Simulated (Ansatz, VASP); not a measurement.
Cu2W in VASP and in Ansatz

The input INCAR:

```
SYSTEM = Cu2W
PREC = Accurate ; ENCUT = 600
EDIFF = 1E-6 ; ISMEAR = 0
SIGMA = 0.1 ; LREAL = .FALSE.
LASPH = .TRUE. ; NELM = 100
ALGO = Normal ; ISIF = 3
LWAVE = .FALSE. ; LCHARG = .FALSE.
GGA = PE ; IBRION = 2
NSW = 90 ; EDIFFG = -0.04
```

Contents of KPOINTS:

```
Automatic mesh
0
G
  6 6 6
  0 0 0
```

Contents of POSCAR:

```
Cu2W
1.0
    0.0000000000      2.5964167200      2.5964167200
    2.5964167200      0.0000000000      2.5964167200
    2.5964167200      2.5964167200      0.0000000000
Cu W
2 1
Direct
    0.2500000000      0.2500000000      0.2500000000
    0.7500000000      0.7500000000      0.7500000000
    0.0000000000      0.0000000000      0.0000000000
```

Input for Ansatz:

```yaml
crystal:
  lattice:
    - [0.0, 2.59641672, 2.59641672]
    - [2.59641672, 0.0, 2.59641672]
    - [2.59641672, 2.59641672, 0.0]
  atoms:
    - { symbol: Cu, position: [0.25, 0.25, 0.25] }
    - { symbol: Cu, position: [0.75, 0.75, 0.75] }
    - { symbol: W, position: [0.0, 0.0, 0.0] }
basis:
  ecutwfc: 420
kpoints:
  mp_grid: { grid: [6, 6, 6] }
hamiltonian:
  xc: pbe
scf:
  occupations: { method: gaussian, width: 0.1 }
  lower_state_search: "off"
output:
  forces: true
  stress: true
  eigenvalues: true
relax:
  adjacent_minimum: "off"
  f_tol: 0.04
  max_steps: 70
  cell: { stress_tol: 0.4 }
```

Change from the starting cell: species swapped into the LuH2 type (Fm-3m, No. 225).

Alike in both runs: task relaxation of cell and atoms; functional PBE; k mesh 6 × 6 × 6; occupations gaussian, width 0.1 eV; no spin polarisation.

|  | VASP | Ansatz |
| --- | --- | --- |
| version | VASP 6.6.1 | Ansatz 0.2.0 |
| potentials or method | VASP PAW PBE potentials, release 64 (Cu, W_sv) | scalar-relativistic, plane waves, PAW |
| plane-wave cutoff (eV) | 600 | 420 |
| valence electrons in the cell | 36 | 52 |

|  | VASP | Ansatz | Ansatz less VASP |
| --- | --- | --- | --- |
| gap on the k mesh at the Fermi level, each at its own relaxed structure (eV) | none | none | - |
| relaxed volume (Å³/atom) | 16.18 | 16.18 | -0.002 |
| relaxed cell length with the largest relative difference (Å) | 4.095 | 4.095 | -0.0001 |
| energy change over the relaxation (meV/atom) | -1073 | -1054 | +19.3 |

A gap of «none» marks a metal or a gap that the smearing closes. The two sets of potentials don't hold the same shells in valence.

Caveats: the volume moved by over 15 % at a fixed basis, so the end points are rough (VASP). The runs have no spin-orbit coupling, so splittings on W are missing.
